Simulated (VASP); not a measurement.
Here is the system:

```
ZrO2
1.0
    0.00000     5.15625     0.01063
    5.22778     0.00000     0.00000
    0.00000    -0.86463    -5.26203
Zr O
4 8
Cartesian
  5.00727   3.04784  -4.15153
  2.39338   0.81146  -3.73089
  0.22051   1.24378  -1.09987
  2.83440   3.48016  -1.52051
  3.48676   4.23463  -3.43955
  0.87287  -0.37532  -4.44287
  1.74102   0.05699  -1.81185
  4.35491   4.66694  -0.80853
  1.26842   2.38796  -2.73745
  3.88231   1.47134  -5.14497
  3.95936   1.90366  -2.51395
  1.34547   2.82028  -0.10643
```

The numbers are results of r2SCAN meta-GGA, VASP's PBE PAW potentials (set 64) (plane waves; VASP), not measurements. Settings: 520 eV cut-off, 5×5×5 Γ-centred mesh, tetrahedra with Blöchl corrections, potentials Zr_sv O.

Problem. Give the energies of bands 41 to 54 at the high-symmetry points, in eV from the valence-band maximum.

Solution. 
```
band      Γ      Z      D      B      A      E     C2     Y2
----  -----  -----  -----  -----  -----  -----  -----  -----
41    -1.62  -1.27  -1.52  -1.52  -1.35  -1.50  -1.53  -1.46
42    -1.19  -1.27  -1.52  -1.52  -1.35  -1.50  -1.53  -1.30
43    -1.14  -1.04  -0.91  -1.02  -1.24  -1.21  -1.39  -1.27
44    -0.82  -1.04  -0.91  -1.02  -1.24  -1.21  -1.39  -0.90
45    -0.63  -0.83  -0.90  -0.77  -0.92  -1.02  -0.94  -0.73
46    -0.53  -0.83  -0.90  -0.77  -0.92  -1.02  -0.94  -0.57
47    -0.21  -0.43  -0.65  -0.46  -0.47  -0.69  -0.58  -0.41
48     0.00  -0.43  -0.65  -0.46  -0.47  -0.69  -0.58  -0.07
49     4.50   5.00   4.84   4.72   4.32   4.57   4.76   4.12
50     4.87   5.00   4.84   4.72   4.32   4.57   4.76   5.03
51     5.14   5.39   5.00   5.02   5.39   5.12   5.11   5.11
52     5.43   5.39   5.00   5.02   5.39   5.12   5.11   5.24
53     5.48   5.73   5.68   5.95   5.58   5.50   5.89   5.68
54     5.89   5.73   5.68   5.95   5.58   5.50   5.89   5.68
```

The gap is indirect, 4.12 eV, from the valence maximum at Γ to the conduction minimum at Y2.

The compound is ZrO2 in the monoclinic structure. It was relaxed first.
